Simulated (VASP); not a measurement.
# CdPbSO with LDA: from relaxation to properties

What structure does CdPbSO take at this level, and what are its properties? The steps: rough relaxation of the start cell, relaxing cell and atoms (LDA), second relaxation, single point with fields (LDA), bands along the symmetry lines (LDA), density of states (LDA), band structure (LDA + SOC) and vibrations at Γ (LDA). The cell is invented: it takes the structure of a Materials Project entry for PbS (space group 187 there), with some of its atoms replaced by other elements, volume scaled by an estimate. It may not be a known or stable phase. The atoms of the start are displaced at random from the sites of a P3m1 cell.

Calculated with VASP 6.6.1; LDA; plane waves and PAW (Pb_d, Cd, S, O), in the first sound run; inputs show where later runs differ.

**1. Starting point**

Before any relaxation, the start is as follows. Symmetry: P1, No. 1, triclinic system. The conventional cell has a = 3.741 Å, b = 3.741 Å, c = 6.930 Å, α = 90.00°, β = 90.00°, γ = 120.00°. Pb has 3 S at 2.75 to 2.76 Å and 3 O at 2.77 to 2.78 Å nearest. Cd has 3 O at 2.75 to 2.78 Å and 3 S at 2.76 to 2.80 Å nearest. Nearest to S lie 3 Pb at 2.75 to 2.76 Å and 3 Cd at 2.76 to 2.80 Å. Nearest to O lie 3 Cd at 2.75 to 2.78 Å and 3 Pb at 2.77 to 2.78 Å. It derives from PbS. it takes the structure of a Materials Project entry for PbS (space group 187 there), with some of its atoms replaced by other elements, volume scaled by an estimate. Farther neighbours and most contacts between anions are not listed.

**2. Rough relaxation of the start cell**

The start is only an estimate, so a cheap relaxation brings it near a minimum before any careful run. LDA, the lowest rung, knows the local density alone.

Input file INCAR:

```
SYSTEM = CdPbSO
PREC = Normal
ENCUT = 520
EDIFF = 1E-05
NELM = 60
ISMEAR = 0
SIGMA = 0.05
LREAL = .FALSE.
ALGO = Fast
GGA = CA
NBANDS = 25
LORBIT = 11
LWAVE = .FALSE.
LCHARG = .FALSE.
KPAR = 2
IBRION = 2
NSW = 40
ISIF = 3
EDIFFG = -0.04
```

Input file POSCAR:

```
CdPbSO
1.0
    3.7406830000      0.0000000000      0.0000000000
   -1.8703410000      3.2395270000      0.0000000000
    0.0000000000      0.0000000000      6.9297700000
Pb Cd S O
1 1 1 1
Direct
   -0.0014610000     -0.0012350000     -0.0017790000
    0.0033600000      0.0017440000      0.4988660000
    0.6624700000      0.3300280000      0.7520320000
    0.6633010000      0.3293900000      0.2498080000
```

Input file KPOINTS:

```
Automatic mesh
0
Gamma
5 5 3
0 0 0
```

The projector-augmented-wave data sets are Pb_d, Cd, S and O (LDA family, release 64).

The run is started by

```console
mpirun -np 2 vasp_std
```

Log:

```text
[banner, memory and clock lines left out]
running    2 mpi-ranks, on    1 nodes
[...]
LDA part: xc-table for (Slater(with rela. corr.)+CA(PZ))
 , standard interpolation
 POSCAR, INCAR and KPOINTS ok, starting setup
[...]
entering main loop
       N       E                     dE             d eps       ncg     rms          rms(c)
DAV:   1     0.363287603049E+03    0.36329E+03   -0.18711E+04  1900   0.160E+03
DAV:   2     0.135646931912E+02   -0.34972E+03   -0.33816E+03  2038   0.422E+02
DAV:   3    -0.195941836796E+02   -0.33159E+02   -0.32430E+02  2472   0.132E+02
DAV:   4    -0.205918625522E+02   -0.99768E+00   -0.99452E+00  2140   0.245E+01
[...]
RMM:  13    -0.173346552492E+02    0.20269E-05   -0.39346E-04  2229   0.140E-01    0.381E-02
RMM:  14    -0.173346578205E+02   -0.25713E-05   -0.12666E-04  1681   0.749E-02    0.257E-02
RMM:  15    -0.173346539263E+02    0.38941E-05   -0.33075E-05  1369   0.470E-02
   1 F= -.17334654E+02 E0= -.17334654E+02  d E =-.173347E+02
[... from here on, the cycles between the ionic steps are left out ...]
   2 F= -.18076935E+02 E0= -.18076935E+02  d E =-.742281E+00
   4 F= -.18244836E+02 E0= -.18244836E+02  d E =-.130564E+00
   7 F= -.18264965E+02 E0= -.18264965E+02  d E =-.149373E-01
  10 F= -.18267716E+02 E0= -.18267716E+02  d E =-.576643E-03
  13 F= -.18268646E+02 E0= -.18268646E+02  d E =-.583660E-03
  16 F= -.18272155E+02 E0= -.18272155E+02  d E =-.911709E-04
  19 F= -.18274046E+02 E0= -.18274046E+02  d E =-.198130E-02
  22 F= -.18280502E+02 E0= -.18280502E+02  d E =-.212029E-02
  25 F= -.18287068E+02 E0= -.18287068E+02  d E =-.868652E-02
  28 F= -.18337006E+02 E0= -.18337006E+02  d E =-.499381E-01
  31 F= -.18363340E+02 E0= -.18363340E+02  d E =-.832401E-02
  34 F= -.18420606E+02 E0= -.18420606E+02  d E =-.655894E-01
  37 F= -.18530312E+02 E0= -.18530312E+02  d E =-.100218E+00
  39 F= -.18562269E+02 E0= -.18562269E+02  d E =-.132175E+00
  40 F= -.18596916E+02 E0= -.18596916E+02  d E =-.346474E-01
 trial-energy change:   -0.034647  1 .order   -0.034408   -0.050859   -0.017956
 step:   1.0301(harm=  1.0531)  dis= 0.02553  next Energy=   -18.601544 (dE=-0.393E-01)
```

It took 4.4 min on 2 MPI ranks of Intel Xeon Platinum 8488C (Sapphire Rapids), shared host; peak memory 0.42 GiB.

The logs omit lines about the potential files and the build; timing stands in the text.

From OUTCAR (step 2):

```text
 k-point     1 :       0.0000    0.0000    0.0000
  band No.  band energies     occupation
    ...
     15       1.8890      2.00000
     16       2.1091      2.00000
     17       2.7037      2.00000
     18       3.6740      2.00000
     19       4.2028      2.00000
     20       6.8420      0.00000
     21       8.3670      0.00000
     22       9.1775      0.00000
     23      10.7538      0.00000
     24      12.0861      0.00000
    ...

  Total       -0.4213555      0.1357557     -0.1388676     -0.2535877      0.2340381     -0.1964158
  in kB       -8.7117021      2.8068063     -2.8711461     -5.2430334      4.8388376     -4.0609799
  external PRESSURE =      -2.9253473 kB  Pullay stress =       0.0000000 kB

 POSITION                                       TOTAL-FORCE (eV/Angst)
 -----------------------------------------------------------------------------------
      1.79779      3.14425      0.76930         0.345769      0.137681     -0.075091
      0.18325      0.92325      3.16788        -0.098010      0.076908      0.064509
      2.46756      2.33381      5.18338        -0.300459     -0.169314     -0.112152
      1.97591      1.00951      1.94345         0.052699     -0.045276      0.122733
 -----------------------------------------------------------------------------------
    total drift:                               -0.006500      0.000608     -0.001796

  FREE ENERGIE OF THE ION-ELECTRON SYSTEM (eV)
  ---------------------------------------------------
  free  energy   TOTEN  =       -18.5969161056 eV

  energy  without entropy=      -18.5969161056  energy(sigma->0) =      -18.59691611

[... 19 further parts left out ...]
[key lines of the parts left out:]
E-fermi :   4.4917
```

The relaxation used up its NSW steps before forces and stress met EDIFFG.

The next step goes on from the cell that it reached.

**3. Relaxing cell and atoms (LDA)**

Properties are meant for the cell that this level of theory prefers, so cell and atoms are relaxed first (ISIF = 3) until forces and stress are small; EDIFFG sets the threshold.

Input file INCAR:

```
SYSTEM = CdPbSO
PREC = Accurate
ENCUT = 520
EDIFF = 1E-06
NELM = 100
ISMEAR = 0
SIGMA = 0.05
LREAL = .FALSE.
ALGO = Normal
GGA = CA
NBANDS = 25
LORBIT = 11
LWAVE = .FALSE.
LCHARG = .FALSE.
KPAR = 2
IBRION = 2
NSW = 60
ISIF = 3
EDIFFG = -0.01
```

Input file POSCAR:

```
CdPbSO
1.0
    3.5676679263      0.1640829867      0.2871072933
   -1.6425585192      3.3049596046      0.3030081278
    0.5648626520      1.0293356570      6.5998802683
Pb Cd S O
1 1 1 1
Direct
    0.9102958426      0.8950072025      0.0358717956
    0.0366063440      0.1304023322      0.4724111964
    0.7783121141      0.4397406400      0.7313275567
    0.6024556993      0.1947768254      0.2593164513
```

Input file KPOINTS:

```
Automatic mesh
0
Gamma
7 7 4
0 0 0
```

The run is started by

```console
mpirun -np 2 vasp_std
```

Log:

```text
[... set-up lines as in an earlier step ...]
 entering main loop
       N       E                     dE             d eps       ncg     rms          rms(c)
DAV:   1     0.361379424153E+03    0.36138E+03   -0.18241E+04  4950   0.164E+03
DAV:   2     0.131740998939E+02   -0.34821E+03   -0.33704E+03  5097   0.426E+02
DAV:   3    -0.203404968180E+02   -0.33515E+02   -0.32825E+02  6307   0.135E+02
DAV:   4    -0.213586589096E+02   -0.10182E+01   -0.10154E+01  5686   0.251E+01
DAV:   5    -0.213876072036E+02   -0.28948E-01   -0.28934E-01  6539   0.454E+00    0.121E+01
DAV:   6    -0.189314327680E+02    0.24562E+01   -0.11498E+01  7445   0.399E+01    0.946E+00
DAV:   7    -0.186589234786E+02    0.27251E+00   -0.31293E+00  5456   0.127E+01    0.558E+00
DAV:   8    -0.186274830023E+02    0.31440E-01   -0.60948E-01  5275   0.493E+00    0.152E+00
DAV:   9    -0.186213643205E+02    0.61187E-02   -0.49521E-02  7489   0.179E+00    0.285E-01
DAV:  10    -0.186208838438E+02    0.48048E-03   -0.13586E-02  6176   0.926E-01    0.130E-01
DAV:  11    -0.186207981434E+02    0.85700E-04   -0.11148E-03  6995   0.316E-01    0.519E-02
DAV:  12    -0.186208058451E+02   -0.77017E-05   -0.12847E-04  5416   0.892E-02    0.215E-02
DAV:  13    -0.186208058620E+02   -0.16881E-07   -0.16364E-05  6581   0.329E-02    0.971E-03
DAV:  14    -0.186208058709E+02   -0.89426E-08   -0.17371E-06  2900   0.131E-02
   1 F= -.18620806E+02 E0= -.18620806E+02  d E =-.186208E+02
 curvature:   0.00 expect dE= 0.000E+00 dE for cont linesearch  0.000E+00
 trial: gam= 0.00000 g(F)=  0.156E-01 g(S)=  0.808E-02 ort = 0.000E+00 (trialstep = 0.100E+01)
 search vector abs. value=  0.236E-01
 bond charge predicted
       N       E                     dE             d eps       ncg     rms          rms(c)
DAV:   1    -0.186475548359E+02   -0.26749E-01   -0.47351E+00  4996   0.138E+01    0.906E-01
DAV:   2    -0.186490323044E+02   -0.14775E-02   -0.20325E-01  7084   0.392E+00    0.480E-01
DAV:   3    -0.186421665616E+02    0.68657E-02   -0.83286E-03  6822   0.889E-01    0.219E-01
DAV:   4    -0.186408389438E+02    0.13276E-02   -0.32105E-03  7592   0.592E-01    0.654E-02
DAV:   5    -0.186408416826E+02   -0.27388E-05   -0.44586E-04  5446   0.184E-01    0.447E-02
DAV:   6    -0.186408357804E+02    0.59022E-05   -0.44076E-05  6692   0.496E-02    0.192E-02
DAV:   7    -0.186408357709E+02    0.95665E-08   -0.11737E-05  5801   0.260E-02    0.688E-03
DAV:   8    -0.186408354818E+02    0.28904E-06   -0.19223E-06  2675   0.111E-02
   2 F= -.18640835E+02 E0= -.18640835E+02  d E =-.200296E-01
[... from here on, the cycles between the ionic steps are left out ...]
   3 F= -.18659767E+02 E0= -.18659767E+02  d E =-.389612E-01
   4 F= -.18667244E+02 E0= -.18667244E+02  d E =-.747662E-02
   5 F= -.18667636E+02 E0= -.18667636E+02  d E =-.786909E-02
   6 F= -.18674709E+02 E0= -.18674709E+02  d E =-.707256E-02
   7 F= -.18675805E+02 E0= -.18675805E+02  d E =-.816860E-02
   8 F= -.18682010E+02 E0= -.18682010E+02  d E =-.620503E-02
   9 F= -.18687114E+02 E0= -.18687114E+02  d E =-.113098E-01
  10 F= -.18689041E+02 E0= -.18689041E+02  d E =-.192683E-02
  11 F= -.18694721E+02 E0= -.18694721E+02  d E =-.760682E-02
  12 F= -.18705306E+02 E0= -.18705306E+02  d E =-.181919E-01
  13 F= -.18719098E+02 E0= -.18719098E+02  d E =-.319838E-01
  14 F= -.18741348E+02 E0= -.18741348E+02  d E =-.222497E-01
  15 F= -.18758573E+02 E0= -.18758573E+02  d E =-.394749E-01
  16 F= -.18759134E+02 E0= -.18759134E+02  d E =-.400358E-01
  17 F= -.18772275E+02 E0= -.18772275E+02  d E =-.131412E-01
  18 F= -.18786679E+02 E0= -.18786679E+02  d E =-.275454E-01
  19 F= -.18795098E+02 E0= -.18795098E+02  d E =-.841856E-02
  20 F= -.18795721E+02 E0= -.18795721E+02  d E =-.904179E-02
  21 F= -.18799828E+02 E0= -.18799828E+02  d E =-.410677E-02
  22 F= -.18804520E+02 E0= -.18804520E+02  d E =-.879909E-02
  23 F= -.18806742E+02 E0= -.18806742E+02  d E =-.222183E-02
  24 F= -.18807666E+02 E0= -.18807666E+02  d E =-.314546E-02
  25 F= -.18809233E+02 E0= -.18809233E+02  d E =-.156676E-02
  26 F= -.18809439E+02 E0= -.18809439E+02  d E =-.177368E-02
  27 F= -.18810636E+02 E0= -.18810636E+02  d E =-.119662E-02
  28 F= -.18810889E+02 E0= -.18810889E+02  d E =-.144954E-02
  29 F= -.18811295E+02 E0= -.18811295E+02  d E =-.405889E-03
  30 F= -.18811530E+02 E0= -.18811530E+02  d E =-.641031E-03
  31 F= -.18811768E+02 E0= -.18811768E+02  d E =-.238352E-03
  32 F= -.18811788E+02 E0= -.18811788E+02  d E =-.257907E-03
  33 F= -.18811975E+02 E0= -.18811975E+02  d E =-.187055E-03
  34 F= -.18812090E+02 E0= -.18812090E+02  d E =-.301845E-03
  35 F= -.18812091E+02 E0= -.18812091E+02  d E =-.302768E-03
  36 F= -.18812133E+02 E0= -.18812133E+02  d E =-.427032E-04
 trial-energy change:   -0.000043  1 .order   -0.000044   -0.000064   -0.000023
 step:   2.0050(harm=  2.0050)  dis= 0.00171  next Energy=   -18.812141 (dE=-0.505E-04)
 bond charge predicted
       N       E                     dE             d eps       ncg     rms          rms(c)
DAV:   1    -0.188121724233E+02   -0.38976E-04   -0.89043E-03  5830   0.669E-01    0.450E-02
DAV:   2    -0.188121504823E+02    0.21941E-04   -0.27684E-04  6329   0.161E-01    0.211E-02
DAV:   3    -0.188121439620E+02    0.65204E-05   -0.30530E-05  7325   0.650E-02    0.141E-02
DAV:   4    -0.188121418832E+02    0.20787E-05   -0.55050E-06  5074   0.213E-02    0.678E-03
DAV:   5    -0.188121414490E+02    0.43420E-06   -0.76070E-07  2618   0.114E-02
  37 F= -.18812141E+02 E0= -.18812141E+02  d E =-.507414E-04
 curvature:  -1.19 expect dE=-0.508E-04 dE for cont linesearch -0.401E-07
 trial: gam= 0.81913 g(F)=  0.379E-05 g(S)=  0.390E-04 ort = 0.142E-05 (trialstep = 0.997E+00)
 search vector abs. value=  0.851E-04
 reached required accuracy - stopping structural energy minimisation
```

It took 17 min on 2 MPI ranks; peak memory 0.69 GiB; 33 min of CPU time.

From OUTCAR (step 3):

```text
  LATTYP: Found a triclinic cell.
 ALAT       =     3.5829608227
 B/A-ratio  =     1.1194797536
 C/A-ratio  =     1.9676319865
 COS(alpha) =     0.0025169019
 COS(beta)  =     0.3685648144
 COS(gamma) =     0.5292988774

The static configuration has the point symmetry C_1 .

 Found     99 irreducible k-points:

   k-points           NKPTS =     99   k-points in BZ     NKDIM =     99   number of bands    NBANDS=     25

   dimension x,y,z NGX =    28 NGY =   28 NGZ =   50
   dimension x,y,z NGXF=    56 NGYF=   56 NGZF=  100

   ENCUT  =  520.0 eV  38.22 Ry    6.18 a.u.   6.66  6.89 12.46*2*pi/ulx,y,z

   NELECT =      38.0000    total number of electrons

 E-fermi :   5.1858

 k-point     1 :       0.0000    0.0000    0.0000
  band No.  band energies     occupation
    ...
     15       2.3307      2.00000
     16       2.4776      2.00000
     17       2.8942      2.00000
     18       4.1414      2.00000
     19       4.9705      2.00000
     20       7.2813      0.00000
     21       8.9070      0.00000
     22      10.0143      0.00000
     23      11.1520      0.00000
     24      11.9144      0.00000
    ...

 k-point     2 :       0.1429   -0.0000    0.0000
  band No.  band energies     occupation
    ...
     15       2.2112      2.00000
     16       2.8040      2.00000
     17       3.0349      2.00000
     18       3.7701      2.00000
     19       4.2327      2.00000
     20       7.6947      0.00000
     21       8.4349      0.00000
     22       9.7358      0.00000
     23      10.3997      0.00000
     24      11.8549      0.00000
    ...

  Total        0.0395640      0.0191082      0.0301264     -0.0044880      0.0052829     -0.0122395
  in kB        0.8515423      0.4112687      0.6484147     -0.0965960      0.1137042     -0.2634319
  external PRESSURE =       0.6370753 kB  Pullay stress =       0.0000000 kB

  energy-cutoff  :      520.00
  volume of cell :       74.44
      direct lattice vectors                 reciprocal lattice vectors
     3.482015651  0.037834574  0.003951759     0.285560479  0.152542746 -0.024659399
    -1.756888155  3.357366319  0.423532332    -0.003229342  0.302220885 -0.048024224
     0.009441816  1.026781367  6.460995172     0.000037032 -0.019904539  0.157938094

 POSITION                                       TOTAL-FORCE (eV/Angst)
 -----------------------------------------------------------------------------------
      1.72208      3.11982      0.69794         0.002405     -0.005972      0.001447
      0.00526      1.07088      3.23269        -0.003147      0.003087      0.001105
      1.73690      2.18773      4.77720         0.001255      0.000744      0.000143
      1.73858      0.82169      1.68896        -0.000513      0.002141     -0.002696
 -----------------------------------------------------------------------------------
    total drift:                               -0.000707     -0.000138     -0.000677

  FREE ENERGIE OF THE ION-ELECTRON SYSTEM (eV)
  ---------------------------------------------------
  free  energy   TOTEN  =       -18.8121414490 eV

  energy  without entropy=      -18.8121414490  energy(sigma->0) =      -18.81214145

 reached required accuracy - stopping structural energy minimisation

 total charge
# of ion       s       p       d       tot
------------------------------------------
    1        1.480   0.519   9.854  11.853
    2        0.409   0.307   9.583  10.300
    3        1.343   2.372   0.000   3.715
    4        1.574   3.299   0.000   4.873
--------------------------------------------------
tot          4.807   6.497  19.437  30.741

[... 1 part as in an earlier step ...]

[... 7 further parts left out ...]
```

The gap is read on the k-mesh alone, so it is an upper bound where the band edges lie off the mesh.

Step by step (22 of 37):

```tsv
step	energy less that of the first step (eV)	largest force (eV/Å)	pressure (GPa)	volume (Å³)
1	0.0000	0.3833	0.04	77.49
3	-0.0390	0.2359	-0.81	77.64
4	-0.0464	0.1899	0.71	76.22
6	-0.0539	0.1565	-0.13	76.85
8	-0.0612	0.1818	-0.09	76.60
10	-0.0682	0.3140	0.92	75.30
11	-0.0739	0.3633	0.83	75.18
13	-0.0983	0.6565	0.53	74.40
15	-0.1378	0.3594	-0.59	74.69
16	-0.1383	0.3811	-0.52	74.66
18	-0.1659	0.1459	1.34	73.30
20	-0.1749	0.1893	-0.19	74.56
22	-0.1837	0.0966	-0.13	74.67
23	-0.1859	0.0787	0.09	74.47
25	-0.1884	0.0391	-0.07	74.59
27	-0.1898	0.0398	-0.14	74.63
28	-0.1901	0.0417	-0.03	74.53
30	-0.1907	0.0406	0.18	74.34
32	-0.1910	0.0336	-0.09	74.55
34	-0.1913	0.0238	-0.02	74.49
35	-0.1913	0.0225	-0.02	74.50
37	-0.1913	0.0066	0.06	74.44
```

```tsv
cell as run	before	after	change
a (Å)	3.583	3.482	-2.8 %
b (Å)	3.703	3.813	+3.0 %
c (Å)	6.704	6.542	-2.4 %
α (°)	79.62	75.69	-4.9 %
β (°)	80.22	89.76	+11.9 %
γ (°)	113.22	116.81	+3.2 %
volume (Å³/atom)	19.37	18.61	-3.9 %
```

The atoms that moved most (Å, as changes of fractional coordinates times the final cell):

```tsv
atom	dx	dy	dz	length
S3	-0.208	-0.069	-0.137	0.258
Cd2	0.102	0.147	0.125	0.218
Pb1	0.125	0.044	0.084	0.156
O4	-0.019	-0.121	-0.071	0.142
```

Final coordinates:

```
Pb Cd S O
1.0
     3.48202    0.03783    0.00395
    -1.75689    3.35737    0.42353
     0.00944    1.02678    6.46100
Pb Cd S O
1 1 1 1
Direct
  0.95045 0.90380 0.04820
  0.08514 0.16838 0.48925
  0.71191 0.42615 0.71102
  0.58016 0.16161 0.25046
```

This step gave:

| Quantity | Value |
| --- | --- |
| electrons | 38 |
| bands | 25 |
| irreducible k-points | 99 |
| symmetry operations | 1 |
| free energy (TOTEN) | -18.81 eV |
| Fermi energy | 5.186 eV |
| pressure | 0.06371 GPa |
| metallic | no |
| valence top at k | 0, 0, 0 |
| conduction bottom at k | 0, 0.4286, 0 |
| least direct gap at k | 0, 0, 0.5 |
| SCF cycles over all ionic steps | 269 |
| gap on the k-mesh | 0.4208 eV |
| least direct gap on the k-mesh | 0.8609 eV |

It ends with a largest force of 0.007 eV/Å and a pressure of 0.06 GPa.

(Continued in part 2 of 6.)

[Lines on the potential files, build, host, timing and source positions are cut from VASP's logs without a mark.]

[Logs are printed without paths, hosts, clocks, repeated set-up lines and the standing remarks that a program may print on its own settings, such as how far it seeks lower states.]

[Hosts, paths, dates, database ids (printed as entryN), source tags and the programs' standing remarks are cut or masked in the printed files.]

[A measured line is paired with the nearest computed mode of its activity, which favours agreement.]
